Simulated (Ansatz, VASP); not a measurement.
SiAs3: VASP beside Ansatz

File INCAR:

```
SYSTEM = SiAs3
ALGO = Normal
EDIFF = 1E-6
EDIFFG = -0.04
ENCUT = 600
GGA = PE
IBRION = 2
ISIF = 3
ISMEAR = 0
LASPH = .TRUE.
LCHARG = .FALSE.
LREAL = .FALSE.
LWAVE = .FALSE.
NELM = 60
NSW = 90
PREC = Accurate
SIGMA = 0.1
```

File KPOINTS:

```
k-points
0
G
  6 6 4
  0 0 0
```

The input POSCAR:

```
SiAs3
1.0
    4.5203369400      0.0000000000      0.0000000000
   -2.2601684700      3.9147266300      0.0000000000
    0.0000000000      0.0000000000      6.0171897100
Si As
1 3
Direct
    0.0000000000      0.0000000000      0.5000000000
    0.3333333300      0.6666666700      0.5351475100
    0.6666666700      0.3333333300      0.4648524900
    0.0000000000      0.0000000000      0.0000000000
```

Input for Ansatz:

```yaml
crystal:
  lattice:
    - [4.52033694, 0.0, 0.0]
    - [-2.26016847, 3.91472663, 0.0]
    - [0.0, 0.0, 6.01718971]
  atoms:
    - { symbol: Si, position: [0.0, 0.0, 0.5] }
    - { symbol: As, position: [0.33333333, 0.66666667, 0.53514751] }
    - { symbol: As, position: [0.66666667, 0.33333333, 0.46485249] }
    - { symbol: As, position: [0.0, 0.0, 0.0] }
basis:
  ecutwfc: 420
kpoints:
  mp_grid: { grid: [6, 6, 4] }
hamiltonian:
  xc: pbe
scf:
  occupations: { method: gaussian, width: 0.1 }
  lower_state_search: "off"
output:
  forces: true
  stress: true
  eigenvalues: true
relax:
  adjacent_minimum: "off"
  f_tol: 0.04
  max_steps: 70
  cell: { stress_tol: 0.4 }
```

Alike in both runs: task relaxation of cell and atoms; functional PBE; k mesh 6 × 6 × 4; occupations gaussian, width 0.1 eV; no spin polarisation.

|  | VASP | Ansatz |
| --- | --- | --- |
| version | VASP 6.6.1 | Ansatz 0.2.0 |
| potentials or method | VASP PAW PBE potentials, release 64 (Si, As) | scalar-relativistic, plane waves, PAW |
| plane-wave cutoff (eV) | 600 | 420 |
| valence electrons in the cell | 19 | 49 |

|  | VASP | Ansatz | Ansatz less VASP |
| --- | --- | --- | --- |
| gap on the k mesh at the Fermi level, each at its own relaxed structure (eV) | none | none | - |
| relaxed volume (Å³/atom) | 19.52 | 19.42 | -0.097 |
| relaxed cell length with the largest relative difference (Å) | 6.565 | 6.546 | -0.0191 |
| energy change over the relaxation (meV/atom) | -838 | -838 | +0.5 |

A gap of «none» marks a metal or a gap that the smearing closes. The two sets of potentials don't hold the same shells in valence.

Caveats: the volume moved by over 15 % at a fixed basis, so the end points are rough (VASP).
